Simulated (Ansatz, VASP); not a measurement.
# NaGeCl3: VASP beside Ansatz

Wanted: the spread between two codes on one cell, functional and k mesh. The cell is generated by rule, not measured, and may not be a known phase. The two relaxations start from unlike cells of this crystal (the structure described is Ansatz's start), so only their ends are compared.

Calculated with Ansatz 0.2.0; plane waves, with VASP 6.6.1 beside it; relaxation of cell and atoms at PBEsol.

The structure was built from a prototype and need not be the compound's stable phase.

### Step 1. Set-up

It takes space group Pm-3m (No. 221, cubic). Conventional cell: a = 4.452 Å, b = 4.452 Å, c = 4.452 Å, α = 90.00°, β = 90.00°, γ = 90.00°. Nearest to Na lie 12 Cl at 3.15 Å. Nearest to Ge lie 6 Cl at 2.23 Å. Nearest to Cl lie 2 Ge at 2.23 Å and 4 Na at 3.15 Å. Farther neighbours and most contacts between anions are not listed.

### Step 2. VASP: relaxation of cell and atoms, PBEsol

The relaxed volume is the usual yardstick between codes: in a stiff, nearly cubic crystal its relative difference is about their pressure difference at one cell divided by the bulk modulus.

Lines of VASP's logs that name or quote its potential files are left out, and so is its time.

Contents of INCAR:

```
SYSTEM = NaGeCl3
PREC = Accurate
ENCUT = 500
EDIFF = 1E-07
NELM = 120
ISMEAR = 0
SIGMA = 0.1
LREAL = .FALSE.
ALGO = Normal
GGA = PS
NBANDS = 27
LORBIT = 11
LWAVE = .FALSE.
LCHARG = .FALSE.
ISIF = 3
IBRION = 2
NSW = 80
EDIFFG = -0.005
LASPH = .TRUE.
GGA_COMPAT = .FALSE.
NELMIN = 4
EFERMI = MIDGAP
KPAR = 2
```

Contents of POSCAR:

```
NaGeCl3
1.0
    5.1446487042      0.0000000000      0.0000000000
    0.0000000000      5.1446487042      0.0000000000
    0.0000000000      0.0000000000      5.1446487042
Na Ge Cl
1 1 3
Direct
    0.0000000000      0.0000000000      0.0000000000
    0.5000000000      0.5000000000      0.5000000000
    0.5000000000      0.5000000000      0.0000000000
    0.5000000000      0.0000000000      0.5000000000
    0.0000000000      0.5000000000      0.5000000000
```

Contents of KPOINTS:

```
Automatic mesh
0
Gamma
4 4 4
0 0 0
```

PAW data sets: Na_pv, Ge_d and Cl (PBE family, release 64).

Launch:

```console
$ mpirun -np 2 vasp_std
```

Numbers of over 12 decimals in the logs are rounded to 6 here.

What it wrote:

```text
[banner, memory and clock lines left out]
running    2 mpi-ranks, on    1 nodes
 distrk:  each k-point on    1 cores,    2 groups
 distr:  one band on    1 cores,    1 groups

 POSCAR found type information on POSCAR NaGeCl
 POSCAR found :  3 types and       5 ions
|                                                                             |
|               ----> ADVICE to this user running VASP <----                  |
|                                                                             |
|     You enforced a specific xc type in the INCAR file but a different       |
|     [... a line on the potential file left out ...]
|     I HOPE YOU KNOW WHAT YOU ARE DOING!                                     |
|                                                                             |

 LDA part: xc-table for (Slater+PW92), standard interpolation
 POSCAR, INCAR and KPOINTS ok, starting setup
 FFT: planning ... GRIDC
 FFT: planning ... GRID_SOFT
 FFT: planning ... GRID
 WAVECAR not read
 entering main loop
       N       E                     dE             d eps       ncg     rms          rms(c)
DAV:   1     0.420658454277E+03    0.42066E+03   -0.19595E+04   634   0.217E+03
DAV:   2     0.464065370401E+02   -0.37425E+03   -0.36276E+03   610   0.611E+02
DAV:   3    -0.147935747720E+02   -0.61200E+02   -0.60241E+02   641   0.168E+02
DAV:   4    -0.180876701604E+02   -0.32941E+01   -0.32727E+01   666   0.462E+01
DAV:   5    -0.181724615378E+02   -0.84791E-01   -0.84705E-01   693   0.716E+00    0.716E+00
DAV:   6    -0.176534971752E+02    0.51896E+00   -0.95538E-01   716   0.644E+00    0.425E+00
DAV:   7    -0.176030957741E+02    0.50401E-01   -0.25990E-01   701   0.267E+00    0.170E+00
DAV:   8    -0.175991329010E+02    0.39629E-02   -0.33970E-02   614   0.173E+00    0.195E-01
DAV:   9    -0.175985522510E+02    0.58065E-03   -0.39291E-03   727   0.613E-01    0.121E-01
DAV:  10    -0.175986023710E+02   -0.50120E-04   -0.13159E-03   567   0.277E-01    0.276E-02
DAV:  11    -0.175986039768E+02   -0.16057E-05   -0.12640E-04   752   0.127E-01    0.118E-02
DAV:  12    -0.175986050946E+02   -0.11178E-05   -0.13709E-05   678   0.398E-02    0.516E-03
DAV:  13    -0.175986053468E+02   -0.25218E-06   -0.20792E-06   658   0.163E-02    0.166E-03
DAV:  14    -0.175986053281E+02    0.18737E-07   -0.17150E-07   538   0.314E-03
   1 F= -.17598605E+02 E0= -.17598579E+02  d E =-.175986E+02
 curvature:   0.00 expect dE= 0.000E+00 dE for cont linesearch  0.000E+00
 trial: gam= 0.00000 g(F)=  0.000E+00 g(S)=  0.187E-04 ort = 0.000E+00 (trialstep = 0.100E+01)
 search vector abs. value=  0.187E-04
 bond charge predicted
       N       E                     dE             d eps       ncg     rms          rms(c)
DAV:   1    -0.175987893519E+02   -0.18401E-03   -0.32291E-03   740   0.653E-01    0.824E-02
DAV:   2    -0.175986497008E+02    0.13965E-03   -0.24606E-04   729   0.148E-01    0.346E-02
DAV:   3    -0.175986197734E+02    0.29927E-04   -0.71966E-05   735   0.825E-02    0.167E-02
DAV:   4    -0.175986149426E+02    0.48308E-05   -0.31286E-06   732   0.128E-02    0.544E-03
DAV:   5    -0.175986141619E+02    0.78065E-06   -0.55453E-07   526   0.442E-03    0.132E-03
DAV:   6    -0.175986140415E+02    0.12043E-06   -0.55098E-08   335   0.332E-03    0.526E-04
DAV:   7    -0.175986139699E+02    0.71619E-07   -0.11272E-08   306   0.116E-03
   2 F= -.17598614E+02 E0= -.17598590E+02  d E =-.864181E-05
 trial-energy change:   -0.000009  1 .order   -0.000010   -0.000019   -0.000002
 step:   1.1186(harm=  1.1186)  dis= 0.00000  next Energy=   -17.598616 (dE=-0.104E-04)
 reached required accuracy - stopping structural energy minimisation
```

OUTCAR, selected parts (step 2):

```text
ion  position               nearest neighbor table
   1  0.000  0.000  0.000-
   2  0.500  0.500  0.500-   3 2.57   4 2.57   5 2.57   3 2.57   4 2.57   5 2.57
   3  0.500  0.500  0.000-   2 2.57   2 2.57
   4  0.500  0.000  0.500-   2 2.57   2 2.57
   5  0.000  0.500  0.500-   2 2.57   2 2.57

  LATTYP: Found a simple cubic cell.
 ALAT       =     5.1446487042

 Subroutine GETGRP returns: Found 48 space group operations
 (whereof 48 operations were pure point group operations)

The static configuration has the point symmetry O_h .

 Found     10 irreducible k-points:

   k-points           NKPTS =     10   k-points in BZ     NKDIM =     10   number of bands    NBANDS=     27

   dimension x,y,z NGX =    40 NGY =   40 NGZ =   40
   dimension x,y,z NGXF=    80 NGYF=   80 NGZF=   80

   ENCUT  =  500.0 eV  36.75 Ry    6.06 a.u.   9.38  9.38  9.38*2*pi/ulx,y,z

   NELECT =      42.0000    total number of electrons

 k-points in reciprocal lattice and weights: Automatic mesh
   0.00000000  0.00000000  0.00000000       0.016
   0.25000000  0.00000000  0.00000000       0.094
   0.50000000  0.00000000  0.00000000       0.047
   0.25000000  0.25000000  0.00000000       0.188
   0.50000000  0.25000000  0.00000000       0.188
   0.50000000  0.50000000  0.00000000       0.047
   0.25000000  0.25000000  0.25000000       0.125
   0.50000000  0.25000000  0.25000000       0.188
   0.50000000  0.50000000  0.25000000       0.094
   0.50000000  0.50000000  0.50000000       0.016

 average (electrostatic) potential at core
       1 -48.6682       2 -77.3377       3 -93.8587       4 -93.8587       5 -93.8587

 E-fermi :   2.9768

 k-point     1 :       0.0000    0.0000    0.0000
  band No.  band energies     occupation
    ...
     17      -0.9861      2.00000
     18      -0.9861      2.00000
     19      -0.9057      2.00000
     20      -0.9057      2.00000
     21      -0.9057      2.00000
     22       3.7093      0.00000
     23       7.7983      0.00000
     24       7.7983      0.00000
     25       7.8459      0.00000
     26       7.8459      0.00000
    ...

 k-point     2 :       0.2500    0.0000    0.0000
  band No.  band energies     occupation
    ...
     17      -1.1506      2.00000
     18      -1.0700      2.00000
     19      -0.9312      2.00000
     20      -0.9312      2.00000
     21      -0.7124      2.00000
     22       4.3345      0.00000
     23       6.3082      0.00000
     24       7.2844      0.00000
     25       7.6803      0.00000
     26       7.6803      0.00000
    ...

 k-point     3 :       0.5000    0.0000    0.0000
  band No.  band energies     occupation
    ...
     17      -1.3511      2.00000
     18      -1.1504      2.00000
     19      -0.9274      2.00000
     20      -0.9274      2.00000
     21       0.3147      2.00000
     22       4.2574      0.00000
     23       5.4962      0.00000
     24       6.1360      0.00000
     25       7.6923      0.00000
     26       7.6923      0.00000
    ...

  Total        0.0026928      0.0026928      0.0026928      0.0000000     -0.0000000      0.0000000
  in kB        0.0316616      0.0316616      0.0316616      0.0000000     -0.0000000      0.0000000
  external PRESSURE =       0.0316616 kB  Pullay stress =       0.0000000 kB

  energy-cutoff  :      500.00
  volume of cell :      136.27
      direct lattice vectors                 reciprocal lattice vectors
     5.145909517  0.000000000 -0.000000000     0.194329107  0.000000000  0.000000000
    -0.000000000  5.145909517  0.000000000    -0.000000000  0.194329107 -0.000000000
    -0.000000000  0.000000000  5.145909517     0.000000000 -0.000000000  0.194329107

 POSITION                                       TOTAL-FORCE (eV/Angst)
 -----------------------------------------------------------------------------------
      0.00000      0.00000      0.00000         0.000000      0.000000      0.000000
      2.57295      2.57295      2.57295        -0.000000     -0.000000      0.000000
      2.57295      2.57295      0.00000        -0.000000      0.000000      0.000000
      2.57295      0.00000      2.57295         0.000000      0.000000      0.000000
     -0.00000      2.57295      2.57295         0.000000      0.000000      0.000000
 -----------------------------------------------------------------------------------
    total drift:                               -0.000000      0.000000     -0.000000

  FREE ENERGIE OF THE ION-ELECTRON SYSTEM (eV)
  ---------------------------------------------------
  free  energy   TOTEN  =       -17.5986139699 eV

  energy  without entropy=      -17.5985656242  energy(sigma->0) =      -17.59858980

 reached required accuracy - stopping structural energy minimisation

 total charge
# of ion       s       p       d       tot
------------------------------------------
    1        0.010   5.954   0.000   5.964
    2        1.415   0.594  10.053  12.061
    3        1.594   3.487   0.000   5.081
    4        1.594   3.487   0.000   5.081
    5        1.594   3.487   0.000   5.081
--------------------------------------------------
tot          6.207  17.010  10.053  33.269

[... 3 further parts left out ...]
```

### Step 3. Ansatz: relaxation of cell and atoms, PBEsol

Ansatz runs on its default PAW (the set named soft_2) files.

Its own start cell and the same functional, mesh and smearing now go to Ansatz, which takes its cutoff from its data sets.

Contents of input.yaml:

```yaml
crystal:
  lattice:
    - [4.45199, 0.0, 0.0]
    - [0.0, 4.45199, 0.0]
    - [0.0, 0.0, 4.45199]
  atoms:
    - { symbol: Na, position: [0.0, 0.0, 0.0] }
    - { symbol: Ge, position: [0.5, 0.5, 0.5] }
    - { symbol: Cl, position: [0.5, 0.5, 0.0] }
    - { symbol: Cl, position: [0.5, 0.0, 0.5] }
    - { symbol: Cl, position: [0.0, 0.5, 0.5] }
kpoints:
  mp_grid: { grid: [4, 4, 4] }
hamiltonian:
  xc: pbesol
scf:
  occupations: { method: gaussian, width: 0.1 }
output:
  forces: true
  stress: true
  eigenvalues: true
relax:
  adjacent_minimum: "off"
  f_tol: 0.05
  max_steps: 80
  cell: { stress_tol: 0.5 }
```

Launch:

```console
$ ansatz run input.yaml --threads 8 --pin off --max-ram 14336MiB --backend cpu --events-out ev --progress --plain --runs-dir out
```

What it wrote:

```text
The last accepted step is kept in <dir> (removed where the run ends without a failure and the disk answers)
Engine: ansatz 0.2.0, aarch64-unknown-linux-gnu
Pseudopotentials: kind: paw
Pseudopotential: Na, paw, valence charge 9, recommended cutoff 420 eV (normal), Na.paw.azcp
Pseudopotential: Ge, paw, valence charge 14, recommended cutoff 420 eV (normal), Ge.paw.azcp
Pseudopotential: Cl, paw, valence charge 7, recommended cutoff 420 eV (normal), Cl.paw.azcp
Functional definition: PBEsol
  exchange = pbesol_x
  correlation = pbesol_c
Crystal: 5 atoms, lattice volume = 88.239 Å³
Basis set: ecut = 420 eV, 1743 PW (Γ), exchange–correlation on 60×60×60 points (8 copies of the dense FFT grid, shifted against one another)
Bands: 27, of which v1, the nominal top of the filled ones, is band 22 counted from 1 (21 counted from 0)
Symmetry: 48 space group operations
Space group: Pm-3m (ITA 221), of the structure as read, at distance tolerance 4.5e-5 Å
k-points: 10 of 64
Non-local potential: Na, projectors of the file, l = 0: 3, l = 1: 2, l = 2: 1
Non-local potential: Ge, projectors of the file, l = 0: 2, l = 1: 2, l = 2: 3, l = 3: 1
Non-local potential: Cl, projectors of the file, l = 0: 2, l = 1: 2, l = 2: 2
PAW form: soft (Blöchl's): semilocal exchange-correlation on the pseudo side does not see the compensation charge
PAW frozen core: Na, regenerated for the run's functional, and the local potential with it (the file was generated under x = pbe(κ = 0.804, μ = 0.219515), c = pbe(β = 0.066725))
PAW frozen core: Ge, regenerated for the run's functional, and the local potential with it (the file was generated under x = pbe(κ = 0.804, μ = 0.219515), c = pbe(β = 0.066725))
PAW frozen core: Cl, regenerated for the run's functional, and the local potential with it (the file was generated under x = pbe(κ = 0.804, μ = 0.219515), c = pbe(β = 0.066725))
PAW one-centre angular grid: Na, 110 points (default); XC on 64 Gauss nodes
PAW one-centre angular grid: Ge, 590 points (default); XC on 64 Gauss nodes
PAW one-centre angular grid: Cl, 110 points (default); XC on 64 Gauss nodes
Initial density: superposition of atomic densities (neutral atoms: chi_scale 0, normalization atom), corrected by the library's trained network
Initial wavefunctions: pseudopotential atomic-orbital guess
Functional: x = pbesol(κ = 0.804, μ = 0.123457), c = pbesol(β = 0.046)
SCF iter   1: F=—  HF=-8913.989734 eV  |F-HF|=—  |Δ(HF+E_count)|=         —  Δρ=4.88e-3  dr2=2.39e-2  ethr=1.77e-3  ⟨swp⟩=6.1  Hψ=1269  notcnv=0
preconditioner: auto → LDOS  [insulator: Δε(μ)=0.248 eV  Ē_g=12.286 eV  σ=0.100 eV  W_gap=0.65  n_scr=18 (ndim 8)  ℏωp=19.8 eV  f_vac=0.018  D(μ)=2.75/eV (n_scr^D=18)  ε∞_Penn≈3.6  β→1.0]
SCF iter   2: F=—  HF=-8913.983908 eV  |F-HF|=—  |Δ(HF+E_count)|=   5.83e-3  Δρ=1.96e-3  dr2=3.95e-3  ethr=5.42e-5  ⟨swp⟩=2.1  Hψ=567  notcnv=0
SCF iter   3: F=—  HF=-8913.982563 eV  |F-HF|=—  |Δ(HF+E_count)|=   1.35e-3  Δρ=1.08e-3  dr2=1.06e-3  ethr=8.98e-6  ⟨swp⟩=2.0  Hψ=479  notcnv=0
SCF iter   4: F=—  HF=-8913.982361 eV  |F-HF|=—  |Δ(HF+E_count)|=   2.02e-4  Δρ=6.05e-4  dr2=5.72e-4  ethr=2.41e-6  ⟨swp⟩=2.0  Hψ=326  notcnv=0
SCF iter   5: F=—  HF=-8913.982074 eV  |F-HF|=—  |Δ(HF+E_count)|=   2.86e-4  Δρ=2.13e-4  dr2=6.07e-5  ethr=1.30e-6  ⟨swp⟩=2.0  Hψ=478  notcnv=0
SCF iter   6: F=—  HF=-8913.982088 eV  |F-HF|=—  |Δ(HF+E_count)|=   1.40e-5  Δρ=5.75e-5  dr2=2.27e-6  ethr=1.38e-7  ⟨swp⟩=2.1  Hψ=431  notcnv=0
SCF iter   7: F=—  HF=-8913.982088 eV  |F-HF|=—  |Δ(HF+E_count)|=   2.42e-7  Δρ=1.54e-5  dr2=1.07e-7  ethr=5.15e-9  ⟨swp⟩=2.0  Hψ=491  notcnv=0
SCF iter   8: F=-8913.982088 eV  HF=-8913.982088 eV  |F-HF|=3.08e-9  |Δ(HF+E_count)|=   5.82e-8  Δρ=1.66e-6  dr2=9.49e-10  ethr=2.27e-10  ⟨swp⟩=6.4  Hψ=1082  notcnv=0
SCF 1 converged in 8 iterations: F = -8913.982088 eV  dr2 = 9.49e-10
  greatest PAW one-centre occupation: 0.999 electrons in one spin orbital (limit 2), on the Na atom at site 0 (counted from 0), in its partial waves of l = 0
relax step   1: F+E_penalty+E_count = -8913.98208829 eV  Δ(F+E_penalty+E_count) = +0.000e0 eV  max|allowed force component| = 9.322e-30 eV/Å  Δτ_max = 0.0000 Å  P = +28.489 GPa  Ω = 88.239 Å³  (8 SCF iters, dr2 threshold 1.00e-7 eV, accepted)
[...]
relax step   6: F+E_penalty+E_count = -8917.06683937 eV  Δ(F+E_penalty+E_count) = -6.971e-2 eV  max|allowed force component| = 8.513e-30 eV/Å  Δτ_max = 0.0000 Å  P = +0.899 GPa  Ω = 132.591 Å³  stress off target by 8.99e-1 GPa  SCF on the basis re-selected at this cell (its energy is not comparable with the rows above)  (8 SCF iters)
[...]
relax step   7: F+E_penalty+E_count = -8917.07714069 eV  Δ(F+E_penalty+E_count) = -1.030e-2 eV  max|allowed force component| = 1.279e-29 eV/Å  Δτ_max = 0.0000 Å  P = +0.130 GPa  Ω = 135.873 Å³  energy of the carried Pulay correction = -1.495e-4 eV  (6 SCF iters, dr2 threshold 5.00e-7 eV, accepted)
[...]
relax step   8: F+E_penalty+E_count = -8917.07725271 eV  Δ(F+E_penalty+E_count) = -1.120e-4 eV  max|allowed force component| = 5.377e-30 eV/Å  Δτ_max = 0.0000 Å  P = +0.128 GPa  Ω = 135.873 Å³  stress off target by 1.28e-1 GPa  SCF on the basis re-selected at this cell (its energy is not comparable with the rows above)  (7 SCF iters)
basis re-selected at this cell: Δ(F+E_penalty+E_count) = -1.120e-4 eV, ΔP = -0.002 GPa vs the last step (what re-selecting the basis moved, of the pressure what is left beyond the Pulay correction that the steps carried, after the strain that the cell walked since its last selection, with what the two solves' SCF thresholds leave and, on support functions, any second-order correction that the steps lacked; it is no m [...]
SCF converged after 7 iterations
Free energy (F): -8917.077253 eV
Harris-Foulkes:  -8917.077253 eV  (|F-HF|=2.36e-10)
Internal energy: -8917.077177 eV  (E = F + TS)
E sigma→0 (E₀):  -8917.077215 eV
Entropy (-TS):   -0.000076 eV (-0.015 meV/atom)
Fermi energy:    4.648885 eV
--- Per-component energies (eV) ---
  E_band       = -515.434360
  E_kinetic    = 711.731854
  E_local      = -5104.582914  (includes V_loc(G=0)·N_el)
  E_nonlocal   = 616.203397
  E_hartree    = 2034.289940
  E_xc         = -430.633193
  E_vxc        = -477.263080  (∫ρ·V_xc dr)
  E_paw        = -4150.249309  (= ΣΔE_a)
  E_vpaw       = -330.104390  (= ΣTr[D̂ρ^β])
  E_aug_tail   = 0.000557  (compensation charges beyond the density's cutoff)
  E_ewald      = -2595.045434
  E_core_change = 1.207926  (= ΣΔE_core)
  E_smearing   = -0.000076  (= −TS)
  E_closure    = -0.000000  (closes the sum)
  Σ components = -8917.077253   (vs F -8917.077253, Δ=0.00e0)
--- Forces (eV/Å), atoms counted from 1 ---
  atom   1  Na    -0.00000000     0.00000000     0.00000000
  atom   2  Ge     0.00000000    -0.00000000     0.00000000
  atom   3  Cl    -0.00000000     0.00000000    -0.00000000
  atom   4  Cl     0.00000000     0.00000000    -0.00000000
  atom   5  Cl     0.00000000     0.00000000     0.00000000
  max |Σ_I F_I| component: 3.71e-30 eV/Å
--- Stress (GPa, compression-positive) ---
        0.128039       0.000000      -0.000000
        0.000000       0.128039       0.000000
       -0.000000       0.000000       0.128039
  P = ⅓ Tr σ = 0.1280 GPa (1.280 kbar)
--- Band table (eV; the first three rows and the last of 10) ---
  k-point 0: bands = [... 18 lower, 0.6802, 0.7598, 0.7598, 0.7598, 5.3792, 9.4352, 9.4352, 9.4437, ... 1 higher]
  k-point 1: bands = [... 18 lower, 0.5958, 0.7346, 0.7346, 0.9538, 6.0061, 7.9765, 8.9422, 9.3286, ... 1 higher]
  k-point 2: bands = [... 18 lower, 0.5149, 0.7385, 0.7385, 1.9844, 5.9195, 7.1761, 7.8014, 9.3637, ... 1 higher]
  k-point 9: bands = [... 18 lower, 1.3275, 1.3275, 1.3275, 4.4698, 4.8537, 4.8537, 4.8537, 6.3499, ... 1 higher]
--- Relaxed structure (6 steps of the walk, 6 accepted, 2 SCFs on fresh bases) ---
  F+E_penalty+E_count = -8917.07725271 eV   max|allowed force component| = 5.377e-30 eV/Å   (the final SCF, on the basis selected at the relaxed cell)
  cell:  # Å, volume = 135.8726 Å³
    - [5.140957, 0, 0]
    - [0, 5.140957, 0]
    - [0, 0, 5.140957]
  atoms:
    - { symbol: Na, position: [0, 0, 0] }
    - { symbol: Ge, position: [0.5, 0.5, 0.5] }
    - { symbol: Cl, position: [0.5, 0.5, 0] }
    - { symbol: Cl, position: [0.5, 0, 0.5] }
    - { symbol: Cl, position: [0, 0.5, 0.5] }
```

The column dr2 measures how far the density is from self-consistency, as an energy; F and HF (Harris–Foulkes) agree once it is small.

### Step 4. Comparison

Known differences besides the potentials themselves: the data sets hold 44 valence electrons in Ansatz (on its default PAW (the set named soft_2) files) and 42 in VASP; the cutoff is 420 eV in Ansatz and 500 eV in VASP; Ansatz makes its cores anew for this functional, VASP keeps those of its PBE data sets; Ansatz adds a Pulay correction to the stress that steers its cell, VASP none. Total energies have different zeros and are not compared.

The two programs side by side:

```csv
quantity,Ansatz,VASP,difference
volume (Å³),135.87,136.27,-0.29 %
"edge a after relaxation, in the typed setting (Å)",5.141,5.146,-0.10 %
```

### Step 5. What came out

```
difference in volume (relaxation of cell and atoms, PBEsol) : -0.29 %
```

The difference in volume is -0.29 % (relaxation of cell and atoms, PBEsol), within the 1.2 % picked in this series as the mark of a large difference, as far as the stopping tolerances let one tell. The data sets hold unlike numbers of valence electrons (44 in Ansatz and 42 in VASP), so part of the differences comes from the potentials. How closely two codes agree says nothing of how well the functional describes the real material.

[Lines on the potential files, build, host, timing and source positions are cut from VASP's logs without a mark.]

[Logs are printed without paths, hosts, clocks, repeated set-up lines and the standing remarks that a program may print on its own settings, such as how far it seeks lower states.]

[Hosts, paths, dates, database ids (printed as entryN), source tags and the programs' standing remarks are cut or masked in the printed files.]
